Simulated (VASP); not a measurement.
Crystal: W.

```xyz
1
Lattice="-1.5824 1.5824 1.5824 1.5824 -1.5824 1.5824 1.5824 1.5824 -1.5824" Properties=species:S:1:pos:R:3 pbc="T T T"
W     0.0000    0.0000    0.0000
```

```yaml
Program: VASP 6.6.1
Task: relaxation of cell and atoms
Functional: LDA
Potentials_or_basis: VASP PAW LDA potentials, release 64 (W_sv)
Cutoff: 350 eV
k_mesh: 10 × 10 × 10
Occupations: gaussian, width 0.1 eV
Spin: no spin polarisation
```

At the start: pressure -7.0 GPa; volume 15.85 Å³/atom.

Q: How do energy, volume and symmetry change on relaxing?

A: Over 7 steps the energy falls by 7.5 meV/atom and the volume is 15.51 Å³/atom (-2.1 %); space group Im-3m (No. 229, to 0.05 Å).

The path:
```tsv
step	energy change (eV)	largest force (eV/Å)	pressure (GPa)	volume (Å³)
1	0.0000	0.0000	-7.02	15.85
2	0.1079	0.0000	32.92	14.31
3	-0.0075	0.0000	-0.28	15.53
4	-0.0075	0.0000	-0.02	15.51
5	-0.0075	0.0000	0.13	15.51
6	-0.0075	0.0000	-0.38	15.53
7	-0.0075	0.0000	-0.01	15.51
```

Final structure:
```
W
1.0
    -1.57112    1.57112    1.57112
     1.57112   -1.57112    1.57112
     1.57112    1.57112   -1.57112
W
1
Direct
  0.00000 0.00000 0.00000
```
